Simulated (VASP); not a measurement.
Input:

```
MgH2
1.0
    4.50648     0.00000     0.00000
    0.00000     4.50648     0.00000
    0.00000     0.00000     3.00672
Mg H
2 4
Cartesian
  0.00000   0.00000   0.00000
  2.25324   2.25324   1.50336
  1.37108   1.37108   3.00672
  3.62432   0.88216   1.50336
  0.88216   3.62432   1.50336
  3.13540   3.13540   0.00000
```

Calculation: PW91 GGA, VASP's PBE PAW potentials (set 64) (plane waves; VASP 6.6.1). Numerical set-up: 520 eV cut-off, 6×6×8 Γ-centred mesh, tetrahedra with Blöchl corrections, potentials Mg H.

The cores are frozen, which limits the accuracy of field gradients.

Q: Give the principal components of the electric field gradient (V/Å²) and the asymmetry η at each nucleus.

A: 
```json
[
 {"atom": "Mg1", "Vxx": "5.5", "Vyy": "0.2", "Vzz": "-5.7", "η": "0.93"},
 {"atom": "Mg2", "Vxx": "5.5", "Vyy": "0.2", "Vzz": "-5.7", "η": "0.93"},
 {"atom": "H3", "Vxx": "4.2", "Vyy": "1.0", "Vzz": "-5.3", "η": "0.61"},
 {"atom": "H4", "Vxx": "4.2", "Vyy": "1.0", "Vzz": "-5.3", "η": "0.61"},
 {"atom": "H5", "Vxx": "4.2", "Vyy": "1.0", "Vzz": "-5.3", "η": "0.61"},
 {"atom": "H6", "Vxx": "4.2", "Vyy": "1.0", "Vzz": "-5.3", "η": "0.61"}
]
```

The compound is MgH2 in the rutile structure. It was relaxed first.
